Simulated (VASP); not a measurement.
Calculation: PBE GGA with D3 dispersion (Becke-Johnson damping), VASP's PBE PAW potentials (set 64) (plane waves; VASP).

The input files of a VASP run:

POSCAR:
```
Br atom
1
   12.0000000000     0.0000000000     0.0000000000
    0.0000000000    12.5000000000     0.0000000000
    0.0000000000     0.0000000000    13.0000000000
Br
1
Direct
  0.0000000000   0.0000000000   0.0000000000
```

### KPOINTS
```
K-points
0
Gamma
1 1 1
```

**INCAR**
```
SYSTEM  =  Br atom
PREC  =  Normal; ENCUT  =  520; LREAL  =  .False.
LASPH  =  .True.; ISYM  =  0
EDIFF  =  1E-6; NELM  =  200; ALGO  =  All
LMAXMIX  =  4
ISMEAR  =  0; SIGMA  =  0.01
GGA  =  PE; IVDW  =  12
ISPIN  =  2; MAGMOM  =  1; NUPDOWN  =  1
LWAVE  =  .False.; LCHARG  =  .False.; LORBIT  =  10
```

POTCAR, in this order: Br (PBE.64 set). Program: vasp_gam. Read from the step before: WAVECAR.

The run wrote:

File OUTCAR:
```
 ion  position               nearest neighbor table
   1  0.000  0.000  0.000-
 Subroutine IBZKPT returns following result:
 Found      1 irreducible k-points:

 Following reciprocal coordinates:
            Coordinates               Weight
  0.000000  0.000000  0.000000      1.000000
   k-points           NKPTS =      1   k-points in BZ     NKDIM =      1   number of bands    NBANDS=      8
   number of dos      NEDOS =    301   number of ions     NIONS =      1
   total plane-waves  NPLWV = 392000
   dimension x,y,z NGX =    70 NGY =   70 NGZ =   80
   dimension x,y,z NGXF=   140 NGYF=  140 NGZF=  160
   ions per type =               1
   PREC   = normal    normal or accurate (medium, high low for compatibility)
   ISTART =      1    job   : 0-new  1-cont  2-samecut
   ICHARG =      0    charge: 1-file 2-atom 10-const
   ISPIN  =      2    spin polarized calculation?
   LNONCOLLINEAR =      F non collinear calculations
   LSORBIT =      F    spin-orbit coupling
   INIWAV =      1    electr: 0-lowe 1-rand  2-diag
   ENCUT  =  520.0 eV  38.22 Ry    6.18 a.u.  22.31 23.24 24.17*2*pi/ulx,y,z
   NELM   =    200;   NELMIN=  2; NELMDL=  0     # of ELM steps
   EDIFF  = 0.1E-05   stopping-criterion for ELM
   LREAL  =      F    real-space projection
   NLSPLINE    = F    spline interpolate recip. space projectors
   LMAXMIX     =    4 max onsite mixed and CHGCAR
   VOSKOWN=      0    Vosko Wilk Nusair interpolation
   EDIFFG = 0.1E-04   stopping-criterion for IOM
   NSW    =      0    number of steps for IOM
   NBLOCK =      1;   KBLOCK =      1    inner block; outer block
   IBRION =     -1    ionic relax: 0-MD 1-quasi-New 2-CG
   NFREE  =      0    steps in history (QN), initial steepest desc. (CG)
   ISIF   =      2    stress and relaxation
   ISYM   =      0    0-nonsym 1-usesym 2-fastsym
   TEIN   =    0.0    initial temperature
   TEBEG  =    0.0;   TEEND  =   0.0 temperature during run
   SMASS  =  -3.00    Nose mass-parameter (am)
   PSTRESS=    0.0 pullay stress
   NELECT =       7.0000    total number of electrons
...
```

**OSZICAR**
```
       N       E                     dE             d eps       ncg     rms           ort
SDA:   1    -0.215178976274E+00   -0.21518E+00    0.00000E+00     8   0.293E-04   0.000E+00
CGA:   2    -0.215181267718E+00   -0.22914E-05   -0.22958E-05     8   0.320E-06   0.894E-08
CGA:   3    -0.215181444290E+00   -0.17657E-06   -0.15491E-06     8   0.627E-06   0.744E-07
SDA:   4    -0.216201954230E+00   -0.10205E-02   -0.64045E-03     8   0.351E-02   0.378E-04
CGA:   5    -0.217910436960E+00   -0.17085E-02   -0.18651E-02     8   0.111E-01  -0.136E-03
SDA:   6    -0.234347530915E+00   -0.16437E-01   -0.16440E-01     8   0.117E+00   0.564E-02
CGA:   7    -0.259132960752E+00   -0.24785E-01   -0.24609E-01     8   0.185E-01   0.136E-02
SDA:   8    -0.263401931948E+00   -0.42690E-02   -0.11387E+00     8   0.305E-01  -0.118E-01
CGA:   9    -0.269072361205E+00   -0.56704E-02   -0.56427E-02     8   0.121E-02   0.117E-03
CGA:  10    -0.269532947014E+00   -0.46059E-03   -0.46155E-03     8   0.272E-03   0.281E-05
CGA:  11    -0.269651582575E+00   -0.11864E-03   -0.11879E-03     8   0.118E-03  -0.233E-07
CGA:  12    -0.269702898408E+00   -0.51316E-04   -0.51300E-04     8   0.257E-04  -0.460E-06
CGA:  13    -0.269712783443E+00   -0.98850E-05   -0.98875E-05     8   0.621E-05   0.188E-07
CGA:  14    -0.269715193457E+00   -0.24100E-05   -0.24140E-05     8   0.126E-05   0.638E-07
CGA:  15    -0.269715740811E+00   -0.54735E-06   -0.55762E-06     8   0.334E-06   0.647E-08
   1 F= -.26983505E+00 E0= -.26983505E+00  d E =-.242289E-16  mag=     1.0000
```

File OUTCAR:
```
------------------------ aborting loop because EDIFF is reached ----------------------------------------
 Edisp (eV)   -0.00012
  FORCE on cell =-STRESS in cart. coord.  units (eV):
  Direction    XX          YY          ZZ          XY          YZ          ZX
  --------------------------------------------------------------------------------------
  Total      -0.00111    -0.00134    -0.00342    -0.00043    -0.00008    -0.00052
  in kB      -0.00091    -0.00110    -0.00281    -0.00035    -0.00006    -0.00042
  external pressure =       -0.00 kB  Pullay stress =        0.00 kB
  volume of cell :     1950.00
      direct lattice vectors                 reciprocal lattice vectors
    12.000000000  0.000000000  0.000000000     0.083333333  0.000000000  0.000000000
     0.000000000 12.500000000  0.000000000     0.000000000  0.080000000  0.000000000
     0.000000000  0.000000000 13.000000000     0.000000000  0.000000000  0.076923077
 POSITION                                       TOTAL-FORCE (eV/Angst)
 -----------------------------------------------------------------------------------
      0.00000      0.00000      0.00000        -0.000004     -0.000003      0.000003
 -----------------------------------------------------------------------------------
    total drift:                               -0.000004     -0.000003      0.000003
  FREE ENERGIE OF THE ION-ELECTRON SYSTEM (eV)
  ---------------------------------------------------
  free  energy   TOTEN  =        -0.2698350506 eV

  energy  without entropy=       -0.2698350506  energy(sigma->0) =       -0.26983505

 total charge

# of ion       s       p       d       tot
------------------------------------------
    1        1.629   3.044   0.001   4.674

 magnetization (x)

# of ion       s       p       d       tot
------------------------------------------
    1        0.022   0.648   0.001   0.671
```
(Selected blocks of OUTCAR.)

### OUTCAR
```
 val. band max:       -7.3171560186   @ k =   0.0000   0.0000   0.0000

 cond. band min:      -7.0822382111   @ k =   0.0000   0.0000   0.0000


 Fermi energy:        -7.6322494791

 spin component 1

 k-point     1 :       0.0000    0.0000    0.0000
  band No.  band energies     occupation
      1     -20.4186      1.00000
      2      -8.9814      1.00000
      3      -7.6901      1.00000
      4      -7.6900      1.00000
      5      -0.4881      0.00000
      6       0.5240      0.00000
      7       0.6348      0.00000
      8       0.7405      0.00000

 Fermi energy:        -7.2438776095

 spin component 2

 k-point     1 :       0.0000    0.0000    0.0000
  band No.  band energies     occupation
      1     -19.5080      1.00000
      2      -7.3174      1.00000
      3      -7.3172      1.00000
      4      -7.0822      0.00000
      5      -0.3777      0.00000
      6       0.5757      0.00000
      7       0.7239      0.00000
      8       0.7726      0.00000
```

The atom may not be in its lowest state.

The cell is a free atom in a box.
